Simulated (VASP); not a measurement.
The system is CaB2.

```xyz
3
Lattice="3.2264 0.0000 0.0000 -1.6132 2.7942 0.0000 0.0000 0.0000 4.0674" Properties=species:S:1:pos:R:3 pbc="T T T"
Ca    0.0000    0.0000    0.0000
B     1.6132    0.9314    2.0337
B     0.0000    1.8628    2.0337
```

The cell comes from a database or a generator and needn't be the stable form of this composition.

Base run:

```yaml
Program: VASP 6.6.1
Functional: TPSS
Potentials_or_basis: VASP PAW PBE potentials, release 64 (Ca_sv, B)
Cutoff: 520 eV
k_mesh: 9 × 9 × 7
Occupations: fermi-dirac, width 0.05 eV
Spin: no spin polarisation
```

Its results: pressure -0.3 GPa.

Task: The run is repeated on the same cell with these changes: functional from TPSS to r2SCAN. What comes out?

Result: Pressure 0.2 GPa.

Caveats: the PAW data sets were made with another functional, which shifts forces and pressure a little.
